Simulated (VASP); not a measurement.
A convergence study with VASP on FeAl (space group no. 221 when undisturbed): a few settings are varied, all else stays as given below, so the limit is that of these other settings. One atom is moved off its site, so that forces are finite.

```
AlFe
1.0
    2.91873     0.00000     0.00000
    0.00000     2.91873     0.00000
    0.00000     0.00000     2.91873
Al Fe
1 1
Direct
  0.50000   0.50000   0.51713
  0.00000   0.00000   0.00000
```

These are LDA (Ceperley-Alder, Perdew-Zunger), VASP's LDA PAW potentials (set 64) (plane waves; VASP) values and carry that method's errors. The last row used: 300 eV cut-off, 18×18×18 Γ-centred mesh, first-order Methfessel-Paxton smearing of 0.010 eV, potentials Al Fe.

```json
[
 {"setting": "SIGMA = 1.0", "E (eV/atom)": "-7.0748", "pressure (GPa)": "-17.65", "largest force (eV/Å)": "0.301", "irreducible k-points": "550"},
 {"setting": "SIGMA = 0.5", "E (eV/atom)": "-7.0710", "pressure (GPa)": "-17.84", "largest force (eV/Å)": "0.305", "irreducible k-points": "550"},
 {"setting": "SIGMA = 0.3", "E (eV/atom)": "-7.0726", "pressure (GPa)": "-18.00", "largest force (eV/Å)": "0.307", "irreducible k-points": "550"},
 {"setting": "SIGMA = 0.2", "E (eV/atom)": "-7.0727", "pressure (GPa)": "-18.00", "largest force (eV/Å)": "0.307", "irreducible k-points": "550"},
 {"setting": "SIGMA = 0.1", "E (eV/atom)": "-7.0726", "pressure (GPa)": "-18.00", "largest force (eV/Å)": "0.307", "irreducible k-points": "550"},
 {"setting": "SIGMA = 0.05", "E (eV/atom)": "-7.0726", "pressure (GPa)": "-17.99", "largest force (eV/Å)": "0.307", "irreducible k-points": "550"},
 {"setting": "SIGMA = 0.02", "E (eV/atom)": "-7.0726", "pressure (GPa)": "-17.99", "largest force (eV/Å)": "0.307", "irreducible k-points": "550"},
 {"setting": "SIGMA = 0.01", "E (eV/atom)": "-7.0726", "pressure (GPa)": "-17.98", "largest force (eV/Å)": "0.307", "irreducible k-points": "550"}
]
```

Left out are rungs that failed or repeat a setting and relaxations that didn't move; long series are thinned to 24 rows.

The structure is a typed FeAl crystal (space group no. 221). The cell was not relaxed at this level, it is distorted from the ideal structure. The run is not spin-polarised, so no magnetic state was tried. The electron count is odd and the run is not spin-polarised, which forces a metal.
